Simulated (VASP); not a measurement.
Here is the system:

```yaml
crystal:
  lattice:
    - [2.61964, 0.00000, 0.00000]
    - [0.00000, 2.61964, 0.00000]
    - [0.00000, 0.00000, 2.61964]
  atoms:
    - { symbol: Si, position: [0.00000, 0.00000, 0.00000] }
    - { symbol: C, position: [0.50000, 0.50000, 0.50000] }
```

Method: r2SCAN meta-GGA, VASP's PBE PAW potentials (set 64) (plane waves; VASP). Run with 520 eV cut-off, 12×12×12 Γ-centred mesh, first-order Methfessel-Paxton smearing of 0.10 eV, potentials Si C.

Task: Estimate the energy per atom (σ→0), band gap (on the k-mesh) with the smallest direct gap where there is one.

Result: 
The band gap (on the k-mesh) is none (metal, semimetal or under 0.01 eV) and the energy per atom (σ→0) comes out as -7.307 eV/atom.

Total energies compare only between runs with the same potentials, cut-off and functional.

The structure was generated: SiC was put into the CsCl type (Pm-3m), which need not be its known phase. It was relaxed first, which changed the volume by +23 %. The start is the result of an earlier pass.
